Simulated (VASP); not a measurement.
Wanted: the native input for a VASP 6.6.1 run.

```yaml
Task: single point
Functional: PBE
Dispersion: D3(BJ)
Potentials_or_basis: VASP PAW PBE potentials, release 64 (Bi_d, Te)
Cutoff: 520 eV
k_mesh: 6 × 6 × 6
Occupations: gaussian, width 0.1 eV
Spin: no spin polarisation
Dipole_correction: no
Further_INCAR_settings: ALGO = Fast; EDIFF = 1e-06; NBANDS = 32
```

The structure of Bi2Te3 (d3) lies in POSCAR:

```
Bi2Te3
1.0
    2.1930000000      1.2661291403     10.1656666667
   -2.1930000000      1.2661291403     10.1656666667
    0.0000000000     -2.5322582807     10.1656666667
Bi Te
2 3
Direct
    0.4000000000      0.4000000000      0.4000000000
    0.6000000000      0.6000000000      0.6000000000
    0.0000000000      0.0000000000      0.0000000000
    0.2095000000      0.2095000000      0.2095000000
    0.7905000000      0.7905000000      0.7905000000
```

The input as run:

INCAR

```
PREC = Accurate
ENCUT = 520
EDIFF = 1E-6
ISMEAR = 0
SIGMA = 0.1
LREAL = F
LASPH = T
NELM = 100
ALGO = Fast
ISIF = 2
LWAVE = F
LCHARG = F
GGA = PE
IVDW = 12
NBANDS = 32
```

KPOINTS

```
Automatic mesh
0
Gamma
  6 6 6
```

Potentials or basis: VASP PAW PBE potentials, release 64 (Bi_d, Te).

Command:

```console
$ cat potpaw_PBE.64/Bi_d/POTCAR potpaw_PBE.64/Te/POTCAR > POTCAR
$ mpirun -np 1 vasp_std > vasp.out
```

Results of the run:

The pressure is -0.3 GPa, the largest force is 0.025 eV/Å and the band gap on the k mesh is 0.28 eV, direct. The dispersion energy per atom is -0.448 eV.

Caveat: spin-orbit coupling is left out, which as a rule narrows the gap of such compounds by several tenths of an eV.

Run time: 12 min on 1 thread of AMD EPYC 9R14 (Zen 4), with other jobs on the host, peak memory 0.94 GiB.
